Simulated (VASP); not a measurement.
The input files of a VASP run:

### INCAR
```
! general
SYSTEM    =  ZnO
PREC      =  Accurate
ENCUT     =  520
LREAL     =  .FALSE.
LASPH     =  .TRUE.

! electronic loop
EDIFF     =  1E-6
NELM      =  100
ALGO      =  Normal
LMAXMIX   =  4

! smearing
ISMEAR    =  0
SIGMA     =  0.05

! functional
GGA       =  ML
LUSE_VDW  =  .TRUE.
AGGAC     =  0.0
ZAB_VDW   =  -1.8867

! ions
IBRION    =  2
NSW       =  60
ISIF      =  3
EDIFFG    =  -0.02

! output
LWAVE     =  .FALSE.
LCHARG    =  .FALSE.
```

File KPOINTS:
```
Automatic mesh
0
Gamma
7 7 4
0 0 0
```

POSCAR:
```
ZnO
1
    1.6218615238    -2.8091469972     0.0000000000
    1.6218615238     2.8091469972     0.0000000000
   -0.0000000000    -0.0000000000     5.2012397888
Zn O
2 2
Direct
  0.6666670000   0.3333330000   0.5001701831
  0.3333330000   0.6666670000   0.0001701831
  0.6666670000   0.3333330000   0.8818298169
  0.3333330000   0.6666670000   0.3818298169
```

POTCAR, in this order: Zn O (PBE.64 set). Program: vasp_std.

Task: Write an equivalent input for Quantum ESPRESSO's pw.x.

Result: One equivalent input (not run):
```
&CONTROL
  calculation = 'vc-relax'
  pseudo_dir = './pseudo'
  outdir = './out'
  tprnfor = .true.
  tstress = .true.
  nstep = 60
  forc_conv_thr = 0.00078
/
&SYSTEM
  ibrav = 0
  nat = 4
  ntyp = 2
  ecutwfc = 84
  occupations = 'smearing'
  smearing = 'gaussian'
  degauss = 0.003675
  input_dft = 'vdw-df2'
/
&ELECTRONS
  conv_thr = 7.3e-08
  electron_maxstep = 100
/
&IONS
/
&CELL
/
ATOMIC_SPECIES
  Zn 65.380 Zn.upf
  O 15.999 O.upf
CELL_PARAMETERS angstrom
     1.6218615   -2.8091470    0.0000000
     1.6218615    2.8091470    0.0000000
    -0.0000000   -0.0000000    5.2012398
ATOMIC_POSITIONS crystal
  Zn   0.6666670  0.3333330  0.5001702
  Zn   0.3333330  0.6666670  0.0001702
  O    0.6666670  0.3333330  0.8818298
  O    0.3333330  0.6666670  0.3818298
K_POINTS automatic
  7 7 4 0 0 0
```
Limits of the translation: the potentials are each code's own (VASP's PAW set, PseudoDojo norm-conserving files in pw.x), so ENCUT and ecutwfc are chosen apart and not converted; conv_thr bounds pw.x's estimated SCF error, while EDIFF bounds the energy change between steps; forc_conv_thr acts on force components and is met together with etot_conv_thr.

The compound is ZnO in the wurtzite structure. This run relaxes it. Symmetry was kept, so distortions that lower it aren't found. The start is the result of an earlier pass.
